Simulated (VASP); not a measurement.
Method: AM05 GGA, VASP's PBE PAW potentials (set 64) (plane waves; VASP).

A VASP calculation is set up with these files.

File KPOINTS:
```
Automatic mesh
0
Gamma
11 11 11
0 0 0
```

INCAR:
```
SYSTEM  =  Ge
PREC  =  Accurate; ENCUT  =  520; LREAL  =  .FALSE.
LASPH  =  .TRUE.
EDIFF  =  1E-7; NELM  =  100; ALGO  =  Normal
LMAXMIX  =  4
ISMEAR  =  1; SIGMA  =  0.1
GGA  =  AM
ISIF  =  2
LWAVE  =  .FALSE.; LCHARG  =  .FALSE.
```

POSCAR:
```
Ge
1
    0.0000000000     2.8660189582     2.8660189582
    2.8660189582     0.0000000000     2.8660189582
    2.8660189582     2.8660189582     0.0000000000
Ge
2
Direct
  0.0000000000   0.0000000000   1.0000000000
  0.2500000000   0.2500000000   0.2500000000
```

POTCAR, in this order: Ge_d (PBE.64 set). Program: vasp_std.

Question: What does the run give for the energy per atom (σ→0), pressure, band gap (on the k-mesh)?

Answer: 
The energy per atom (σ→0) comes out as -4.693 eV/atom. The band gap (on the k-mesh) is none (metal, semimetal or under 0.01 eV) and the pressure comes out as -1.77 GPa.

File OSZICAR:
```
...
DAV:   7    -0.938366166331E+01    0.36781E-01   -0.59618E-02  2070   0.273E+00    0.163E-01
DAV:   8    -0.938588462943E+01   -0.22230E-02   -0.92874E-03  2402   0.160E+00    0.465E-02
DAV:   9    -0.938604350065E+01   -0.15887E-03   -0.61405E-04  2338   0.466E-01    0.232E-02
DAV:  10    -0.938611530152E+01   -0.71801E-04   -0.13716E-04  2168   0.746E-02    0.657E-03
DAV:  11    -0.938611743698E+01   -0.21355E-05   -0.89353E-06  2392   0.455E-02    0.223E-03
DAV:  12    -0.938611771748E+01   -0.28050E-06   -0.13569E-06  2130   0.159E-02    0.413E-04
DAV:  13    -0.938611767910E+01    0.38383E-07   -0.51852E-08  1824   0.222E-03
   1 F= -.93861177E+01 E0= -.93861398E+01  d E =0.664411E-04
```

The compound is Ge in the diamond structure. This cell is one point of a volume scan, at 1.03 of the reference volume.
